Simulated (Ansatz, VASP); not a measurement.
## ZrAl3N4: VASP beside Ansatz

```
CELL_PARAMETERS angstrom
3.03648 -4.24083 0.00000
3.03648 4.24083 0.00000
0.00000 0.00000 2.97293
ATOMIC_POSITIONS crystal
Zr 0.50000 0.50000 0.50000
Al 0.00000 0.50000 0.00000
Al 0.50000 0.00000 0.00000
Al 0.00000 0.00000 0.50000
N 0.77470 0.77470 0.00000
N 0.22530 0.22530 0.00000
N 0.76055 0.23945 0.50000
N 0.23945 0.76055 0.50000
```

Alike in both runs: functional PBE; k mesh 4 × 4 × 6; occupations gaussian, width 0.1 eV; no spin polarisation.

Ansatz relaxed the structure, and its values are those at the end. VASP's run is a single point on that final structure, the one shown.

|  | VASP | Ansatz |
| --- | --- | --- |
| version | VASP 6.6.1 | Ansatz 0.2.0 |
| potentials or method | VASP PAW PBE potentials, release 64 (Zr_sv, Al, N) | scalar-relativistic, plane waves, PAW |
| plane-wave cutoff (eV) | 520 | 420 |
| valence electrons in the cell | 41 | 41 |

Ansatz gave:

* gap on the k mesh at the Fermi level (eV): none
* pressure (GPa): 0.0
* rms of the force components (eV/Å): 0.000

Task: What did VASP give for the same quantities?

Result: gap on the k mesh at the Fermi level (eV): none; pressure (GPa): -0.1; rms of the force components (eV/Å): 0.008.

A gap of «none» marks a metal or a gap that the smearing closes. With one functional, cell and mesh, what is left measures potentials, basis and numerics.
